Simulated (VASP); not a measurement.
Level of theory: revTPSS meta-GGA, VASP's PBE PAW potentials (set 64) (plane waves; VASP 6.6.1).

Input for VASP

**KPOINTS**
```
Automatic mesh
0
Gamma
12 12 7
0 0 0
```

### POSCAR
```
Tl
1.0
  1.6852068095  -2.9188639143   0.0000000000
  1.6852068095   2.9188639143   0.0000000000
  0.0000000000   0.0000000000   5.4683206938
Tl
2
Cartesian
  1.6852068095   0.9729565840   1.3670801734
  1.6852068095  -0.9729565840   4.1012405204
```

INCAR:
```
! general
SYSTEM  = Tl
PREC    = Accurate
ENCUT   = 520
LREAL   = F
LASPH   = T

! electronic loop
EDIFF   = 1E-7
NELM    = 100
ALGO    = Normal
LMAXMIX = 4
LMIXTAU = T

! smearing
ISMEAR  = 1
SIGMA   = 0.1

! functional
METAGGA = RTPSS

! ions
IBRION  = 2
NSW     = 30
ISIF    = 4
EDIFFG  = -0.01

! output
LWAVE   = F
LCHARG  = F
```

POTCAR, in this order: Tl_d (PBE.64 set). Program: vasp_std.

Unless said otherwise, spin-orbit coupling is left out, though it shifts the bands of the heavy elements here.

What does the run give for the energy per atom (σ→0), band gap (on the k-mesh)?

| Item | Result |
|---|---|
| energy per atom (σ→0) | 40.834 eV/atom |
| band gap (on the k-mesh) | none (metal, semimetal or under 0.01 eV) |

**OSZICAR**
```
...
DAV:   3     0.816688919682E+02    0.10871E-02   -0.29890E-03  2715   0.476E-01    0.160E-02
DAV:   4     0.816687560653E+02   -0.13590E-03   -0.37428E-04  2612   0.189E-01    0.114E-02
DAV:   5     0.816685965355E+02   -0.15953E-03   -0.64220E-05  2598   0.988E-02    0.496E-03
DAV:   6     0.816685966716E+02    0.13605E-06   -0.12004E-05  2638   0.423E-02    0.118E-03
DAV:   7     0.816685926135E+02   -0.40581E-05   -0.47597E-06  2591   0.265E-02    0.326E-04
DAV:   8     0.816685923976E+02   -0.21585E-06   -0.76085E-08  1888   0.325E-03    0.982E-05
DAV:   9     0.816685924454E+02    0.47797E-07   -0.23571E-08  1314   0.183E-03
   4 F= 0.81668592E+02 E0= 0.81668566E+02  d E =-.764075E-02
```

The compound is Tl in the hcp structure. This cell is one point of a volume scan, at 0.94 of the reference volume. Symmetry was kept, so distortions that lower it aren't found.
